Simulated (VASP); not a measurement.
A run of VASP 6.6.1 is set up as follows.

Contents of INCAR:

```
SYSTEM = V
  ALGO = Normal
  EDIFF = 1E-7
  EDIFFG = -0.005
  ENCUT = 600
  GGA = PS
  IBRION = 2
  ISIF = 3
  ISMEAR = 0
  LASPH = .TRUE.
  LCHARG = .FALSE.
  LREAL = .FALSE.
  LWAVE = .FALSE.
  NELM = 100
  NSW = 90
  PREC = Accurate
  SIGMA = 0.1
```

KPOINTS

```
k-points
0
G
  8 8 8
  0 0 0
```

Contents of POSCAR:

```
V
1.0
   -1.5129450000      1.5129450000      1.5129450000
    1.5129450000     -1.5129450000      1.5129450000
    1.5129450000      1.5129450000     -1.5129450000
V
1
Direct
    0.0000000000      0.0000000000      0.0000000000
```

Potentials or basis: VASP PAW PBE potentials, release 64 (V_sv).

Run with:

```sh
$ cat potpaw_PBE.64/V_sv/POTCAR > POTCAR
$ mpirun -np 1 vasp_std > vasp.out
```

Predict the relaxed volume.

12.86 Å³/atom.

Estimate the space group after relaxing (to 0.05 Å).

Im-3m (No. 229).

Predict the band gap on the k mesh.

none (metal or under the smearing width).

Predict the relaxed cell.

a = 2.557 Å, b = 2.557 Å, c = 2.557 Å, α = 109.47°, β = 109.47°, γ = 109.47°.

Final structure:
```xyz
1
Lattice="-1.4761 1.4761 1.4761 1.4761 -1.4761 1.4761 1.4761 1.4761 -1.4761" Properties=species:S:1:pos:R:3 pbc="T T T"
V     1.4761    1.4761    1.4761
```

Caveat: the k mesh is coarse (spacing up to 0.37 Å⁻¹), so the values aren't converged; the PAW data sets were made with another functional, which shifts forces and pressure a little.
